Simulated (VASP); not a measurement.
```yaml
crystal:
  lattice:
    - [0.00000, 3.12330, 3.12330]
    - [3.12330, 0.00000, 3.12330]
    - [3.12330, 3.12330, 0.00000]
  atoms:
    - { symbol: Rb, position: [0.00000, 0.00000, 0.00000] }
    - { symbol: Br, position: [0.50000, 0.50000, 0.50000] }
```

All values below come from PBE GGA, VASP's PBE PAW potentials (set 64) (plane waves; VASP). Run with 500 eV cut-off, 7×7×7 Γ-centred mesh, Gaussian smearing of 0.050 eV, potentials Rb_sv Br.

Q: What does the run give for the energy per atom (σ→0), pressure?

A: 
| Quantity | Value |
|---|---|
| energy per atom (σ→0) | -2.776 eV/atom |
| pressure | 10.00 GPa |

Only differences to runs with the same potentials and settings are physical.

The compound is RbBr in the rock salt structure. It was relaxed first under an external pressure of 10 GPa.
